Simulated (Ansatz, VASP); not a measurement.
# PtSe2 (Sudovikovite) in two plane-wave programs, part 2 of 2

Aim: how closely do two programs agree when they are given the same cell, functional and k mesh? The cell is taken from a series of runs on this material, whose earlier steps may have relaxed, scaled, displaced or heated it; both programs get it as it stands.

VASP 6.6.1 and Ansatz 0.2.0.

So far: Set-up; VASP: zone-centre phonons, LDA.

## Step 3: Ansatz: zone-centre phonons, LDA

Level of this step: Ansatz beside VASP: Kohn-Sham DFT, plane waves, LDA (Ansatz).

Ansatz runs on its PAW soft_1 files.

The same cell, functional (in two slightly different forms), mesh and smearing now go to Ansatz, which takes its cutoff from its data sets.

Input file input.yaml:

```yaml
crystal:
  lattice:
    - [3.7413187559, 0.0, 0.0]
    - [-1.870659378, 3.2400770863, 0.0]
    - [0.0, 0.0, 4.7607358725]
  atoms:
    - { symbol: Pt, position: [0.0, 0.0, 0.0] }
    - { symbol: Se, position: [0.3333333333, 0.6666666667, 0.2646467794] }
    - { symbol: Se, position: [0.6666666667, 0.3333333333, 0.7353532206] }
kpoints:
  mp_grid: { grid: [15, 15, 8] }
hamiltonian:
  xc: lda
  pseudopotentials: { kind: paw, azcp: { folder: soft_1 }, xc_functional: pbe }
scf:
  occupations: { method: methfessel_paxton, width: 0.2 }
output:
  eigenvalues: true
phonons:
  method: dfpt
```

Run with:

```bash
> ansatz run input.yaml --threads 8 --pin off --max-ram 16384MiB --backend cpu --events-out ev --progress --plain --runs-dir out
```

Numbers of over 12 decimals in the logs are rounded to 6 here.

Output:

```text
Engine: ansatz 0.2.0, aarch64-unknown-linux-gnu
Pseudopotentials: kind: paw
Pseudopotential: Pt, paw, valence charge 18, recommended cutoff 420 eV (normal), soft_1/Pt.paw.azcp
Pseudopotential: Se, paw, valence charge 16, recommended cutoff 420 eV (normal), soft_1/Se.paw.azcp
Functional definition: SPW92
  exchange = slater_x
  correlation = pw_c
Crystal: 3 atoms, lattice volume = 57.710 Å³
Basis set: ecut = 420 eV, 1119 PW (Γ), exchange–correlation on 54×54×64 points (8 copies of the dense FFT grid, shifted against one another)
Bands: 30, of which v1, the nominal top of the filled ones, is band 25 counted from 1 (24 counted from 0)
Symmetry: 12 space group operations
k-points: 488 of 1800 (irreducible under 2 space group operations, time reversal used)
Non-local potential: Pt, projectors of the file, l = 0: 3, l = 1: 2, l = 2: 2, l = 3: 1
Non-local potential: Se, projectors of the file, l = 0: 2, l = 1: 2, l = 2: 3, l = 3: 1
PAW form: soft (Blöchl's): semilocal exchange-correlation on the pseudo side does not see the compensation charge
PAW frozen core: Pt, regenerated for the run's functional, and the local potential with it (the file was generated under x = pbe(κ = 0.804, μ = 0.219515), c = pbe(β = 0.066725))
PAW frozen core: Se, regenerated for the run's functional, and the local potential with it (the file was generated under x = pbe(κ = 0.804, μ = 0.219515), c = pbe(β = 0.066725))
PAW one-centre angular grid: Pt, 590 points (default); XC on 64 Gauss nodes
PAW one-centre angular grid: Se, 590 points (default); XC on 64 Gauss nodes
Initial density: superposition of atomic densities (chi_scale 0.1, normalization cell, long waves kept (reshape's long-wave potential 0.01 eV rms))
Initial wavefunctions: pseudopotential atomic-orbital guess
Functional: x = slater, c = lda
SCF iter   1: F=—  HF=-23014.314137 eV  |F-HF|=—  |Δ(HF+E_count)|=         —  Δρ=5.11e-2  dr2=7.55e-1  ethr=3.10e-3  ⟨swp⟩=5.0  Hψ=53167  notcnv=0
preconditioner: auto → Kerker (q_TF=auto, 2.664 Å⁻¹)  [metal: Δε(μ)=0.011 eV  Ē_g=10.234 eV  σ=0.200 eV  W_gap=0.05  n_scr=22 (ndim 8)  ℏωp=22.9 eV  f_vac=0.007  D(μ)=0.58/eV (n_scr^D=2)]
SCF iter   2: F=—  HF=-23014.140669 eV  |F-HF|=—  |Δ(HF+E_count)|=   1.73e-1  S|Δr|=    0.00e0  Δρ=2.46e-2  dr2=2.05e-1  ethr=1.51e-3  ⟨swp⟩=2.0  Hψ=20716  notcnv=0  defer=155
SCF iter   3: F=—  HF=-23014.090964 eV  |F-HF|=—  |Δ(HF+E_count)|=   4.97e-2  S|Δr|=    0.00e0  Δρ=9.13e-3  dr2=4.49e-2  ethr=4.11e-4  ⟨swp⟩=2.0  Hψ=15860  notcnv=0  defer=155
SCF iter   4: F=—  HF=-23014.079134 eV  |F-HF|=—  |Δ(HF+E_count)|=   1.18e-2  S|Δr|=    0.00e0  Δρ=1.45e-3  dr2=3.23e-3  ethr=8.99e-5  ⟨swp⟩=2.6  Hψ=24399  notcnv=0  defer=155
SCF iter   5: F=—  HF=-23014.078303 eV  |F-HF|=—  |Δ(HF+E_count)|=   8.31e-4  S|Δr|=    0.00e0  Δρ=8.53e-4  dr2=8.07e-4  ethr=6.46e-6  ⟨swp⟩=2.0  Hψ=24720  notcnv=0  defer=155
SCF iter   6: F=—  HF=-23014.078013 eV  |F-HF|=—  |Δ(HF+E_count)|=   2.90e-4  S|Δr|=    0.00e0  Δρ=2.77e-4  dr2=7.85e-5  ethr=1.61e-6  ⟨swp⟩=2.0  Hψ=24742  notcnv=0  defer=155
SCF iter   7: F=—  HF=-23014.078001 eV  |F-HF|=—  |Δ(HF+E_count)|=   1.20e-5  S|Δr|=    0.00e0  Δρ=5.44e-5  dr2=2.81e-6  ethr=1.57e-7  ⟨swp⟩=2.0  Hψ=18846  notcnv=0  defer=155
SCF iter   8: F=—  HF=-23014.078004 eV  |F-HF|=—  |Δ(HF+E_count)|=   2.94e-6  S|Δr|=    0.00e0  Δρ=2.49e-5  dr2=5.82e-7  ethr=5.61e-9  ⟨swp⟩=2.0  Hψ=24720  notcnv=0  defer=155
SCF iter   9: F=—  HF=-23014.078003 eV  |F-HF|=—  |Δ(HF+E_count)|=   9.96e-8  S|Δr|=    0.00e0  Δρ=8.88e-6  dr2=3.61e-8  ethr=1.16e-9  ⟨swp⟩=2.0  Hψ=18854  notcnv=0  defer=155
SCF iter  10: F=—  HF=-23014.078003 eV  |F-HF|=—  |Δ(HF+E_count)|=   7.22e-9  S|Δr|=    0.00e0  Δρ=2.97e-6  dr2=5.03e-9  ethr=7.23e-11  ⟨swp⟩=2.3  Hψ=22864  notcnv=0  defer=155
SCF iter  11: F=—  HF=-23014.078003 eV  |F-HF|=—  |Δ(HF+E_count)|=  2.40e-10  S|Δr|=    0.00e0  Δρ=1.45e-6  dr2=1.62e-9  ethr=1.01e-11  ⟨swp⟩=2.0  Hψ=24826  notcnv=0  defer=155
SCF iter  12: F=—  HF=-23014.078003 eV  |F-HF|=—  |Δ(HF+E_count)|=  2.55e-10  S|Δr|=    0.00e0  Δρ=5.03e-7  dr2=8.76e-11  ethr=3.25e-12  ⟨swp⟩=3.0  Hψ=26740  notcnv=0  defer=155
SCF iter  13: F=-23014.078003 eV  HF=-23014.078003 eV  |F-HF|=7.28e-12  |Δ(HF+E_count)|=  3.64e-11  S|Δr|=    0.00e0  Δρ=1.09e-7  dr2=7.15e-12  ethr=1.00e-12  ⟨swp⟩=5.9  Hψ=72898  notcnv=0
SCF 1 converged in 13 iterations: F = -23014.078003 eV  dr2 = 7.15e-12
  greatest PAW one-centre occupation: 1.000 electrons in one spin orbital (limit 2), on the Se atom at site 2 (counted from 0), in its partial waves of l = 2
DFPT response loops at Γ: preconditioner auto → Kerker (q_TF=auto, 2.664 Å⁻¹) (partly filled bands, converged f_vac=0.015); β = 1.00, the filter's whole step (`scf.mixing.beta` (0.50) is not read by the response loops under this deck's `scf.mixing.preconditioner`; to damp them name `kerker` or `kerker_dos`, under which they read `scf.mixing.beta`, and type it under 1.00, their step now; both keys bind the ground state too); Broyden in place of MSR1
SCF converged after 13 iterations
Stability not checked: this state was not tested for a lower state beside it, because cold or Methfessel-Paxton smearing, or corrected tetrahedra, fill the levels in a way that the test cannot read (fill_not_monotonic; see scf.lower_state_search)
Free energy (F): -23014.078003 eV
Harris-Foulkes:  -23014.078003 eV  (|F-HF|=7.28e-12)
Internal energy: -23014.079298 eV  (E = F + TS)
E sigma→0 (E₀):  -23014.078327 eV
Entropy (-TS):   0.001294 eV (0.431 meV/atom)
Fermi energy:    13.546810 eV
--- Per-component energies (eV) ---
  E_band       = -949.078917
  E_kinetic    = 820.722641
  E_local      = -6816.365666  (includes V_loc(G=0)·N_el)
  E_nonlocal   = -488.477097
  E_hartree    = 3351.809253
  E_xc         = -401.779174
  E_vxc        = -453.849981  (∫ρ·V_xc dr)
  E_paw        = -13299.482939  (= ΣΔE_a)
  E_vpaw       = -714.727558  (= ΣTr[D̂ρ^β])
  E_aug_tail   = 0.000326  (compensation charges beyond the density's cutoff)
  E_ewald      = -6185.405269
  E_core_change = 4.898628  (= ΣΔE_core)
  E_smearing   = 0.001294  (= −TS)
  E_closure    = 0.000000  (closes the sum)
  Σ components = -23014.078003   (vs F -23014.078003, Δ=0.00e0)
--- Band table (eV; the first three rows and the last of 488) ---
  k-point 0: bands = [... 21 lower, 11.0605, 12.5317, 12.5317, 14.4057, 14.6754, 14.6754, 16.7284, 17.7012, ... 1 higher]
  k-point 1: bands = [... 21 lower, 11.0493, 12.3982, 12.3982, 13.9189, 14.8748, 14.8748, 16.9067, 18.1666, ... 1 higher]
  k-point 2: bands = [... 21 lower, 10.9927, 12.1250, 12.1250, 12.9652, 15.3309, 15.3309, 17.4203, 19.0482, ... 1 higher]
  k-point 487: bands = [... 21 lower, 10.1859, 10.4233, 11.0034, 12.2597, 14.3334, 14.8480, 18.2523, 20.5005, ... 1 higher]
--- Phonons (Γ-DFPT): 4 representative perturbations + reference, on 488 of 1800 k-points (Σ response iterations 13) ---
  k mesh reduced under 2 symmetry operations, with k and −k counted as one. Each operation leaves every solved perturbation unchanged. A smaller set is not used because it would not reduce the number of displacements times k-points to solve
  ASR residual: 6.759e-5 → 0.000e0 eV/Å²; symmetrization residual: 1.545e-5 eV/Å²
  ASR residual per site (eV/Å²): 6.76e-5 5.54e-5 5.54e-5
  Γ frequencies (cm⁻¹): 0.00 0.00 0.00 165.29 165.29 208.90 217.49 217.49 220.57
  non-analytic LO–TO correction: not included (Born effective charges unavailable; polar crystals: no LO–TO splitting at Γ)
```

Reading the cycles: dr2 is the Hartree energy of the density residual (eV), the measure of convergence; HF is the Harris–Foulkes estimate of the energy, which meets the free energy F at convergence.

## Step 4: Side by side

Known differences besides the potentials themselves: the data sets hold 50 valence electrons in Ansatz (on its PAW soft_1 files) and 22 in VASP; the cutoff is 420 eV in Ansatz and 500 eV in VASP; VASP's log shows a relativistic correction to its local exchange, Ansatz's none. Total energies have different zeros and are not compared.

Compared:

```
                  quantity  Ansatz   VASP  difference
optical mode 1 to 2 (cm⁻¹)   165.3  165.8     -0.33 %
     optical mode 3 (cm⁻¹)   208.9  209.3     -0.17 %
optical mode 4 to 5 (cm⁻¹)   217.5  218.7     -0.54 %
     optical mode 6 (cm⁻¹)   220.6  221.1     -0.25 %
```

Modes are paired by rising frequency, not by their patterns, so a pair may set unlike modes beside each other; they are those without the splitting of longitudinal modes.

## Step 5: Results

```yaml
r_m_s_difference_of_the_optical_zone_centre_modes_each_program_s_sorted_by_frequency_zone_centre_phonons_lda: 0.80 cm⁻¹
difference_in_optical_mode_4_to_5_zone_centre_phonons_lda: -0.5 %
```

What this shows: The r.m.s. difference of the optical zone-centre modes, each program's sorted by frequency is 0.80 cm⁻¹ (zone-centre phonons, LDA). The data sets hold unlike numbers of valence electrons (50 in Ansatz and 22 in VASP), so part of the differences comes from the potentials. Among the rows given in per cent, the largest difference of the zone-centre phonons, LDA pair is in optical mode 4 to 5, -0.5 %. Such differences can come from data sets, numerical settings and the points named under the comparisons, not from the functional's error against experiment.

[Lines on the potential files, build, host, timing and source positions are cut from VASP's logs without a mark.]

[Logs are printed without paths, hosts, clocks, repeated set-up lines and the standing remarks that a program may print on its own settings, such as how far it seeks lower states.]

[Hosts, paths, dates, database ids (printed as entryN), source tags and the programs' standing remarks are cut or masked in the printed files.]
